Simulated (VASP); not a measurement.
Here is the system:

```
GaAs
1.0
    0.00000     2.91358     2.91358
    2.91358     0.00000     2.91358
    2.91358     2.91358     0.00000
Ga As
1 1
Direct
  0.00000   0.00000   0.00000
  0.25000   0.25000   0.25000
```

Calculation: rev-vdW-DF2, VASP's PBE PAW potentials (set 64) (plane waves; VASP). Numerical set-up: 520 eV cut-off, 8×8×8 Γ-centred mesh, Gaussian smearing of 0.050 eV, potentials Ga_d As.

### Question
Give the stress tensor in GPa (positive for a compressed cell).

### Answer

```
-3.13   0.00   0.00
 0.00  -3.13   0.00
 0.00   0.00  -3.13
```
The pressure is its mean diagonal, -3.13 GPa.

The compound is GaAs in the zinc blende structure. This cell is one point of a volume scan, at 1.06 of the reference volume.
